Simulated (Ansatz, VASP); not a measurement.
## One calculation of In3S2, two programs

```
CELL_PARAMETERS angstrom
4.34302 2.50744 2.43546
-4.34302 2.50744 2.43546
0.00000 -5.01488 2.43546
ATOMIC_POSITIONS crystal
In 0.00000 0.50000 0.00000
In 0.00000 0.00000 0.50000
In 0.50000 0.00000 0.00000
S 0.73507 0.73507 0.73507
S 0.26493 0.26493 0.26493
```

Change from the starting cell: species swapped into the Br2Cl3 type (R-3m, No. 166).

Alike in both runs: functional PBE; k mesh 6 × 6 × 6; occupations gaussian, width 0.1 eV; no spin polarisation.

Ansatz relaxed the structure, and its values are those at the end. VASP's run is a single point on that final structure, the one shown.

|  | VASP | Ansatz |
| --- | --- | --- |
| version | VASP 6.6.1 | Ansatz 0.2.0 |
| potentials or method | VASP PAW PBE potentials, release 64 (In_d, S) | scalar-relativistic, plane waves, PAW |
| plane-wave cutoff (eV) | 520 | 420 |
| valence electrons in the cell | 51 | 51 |

```csv
,VASP,Ansatz,Ansatz less VASP
gap on the k mesh at the Fermi level (eV),none,none,-
pressure (GPa),-0.1,0.0,+0.05
```

A gap of «none» marks a metal or a gap that the smearing closes.
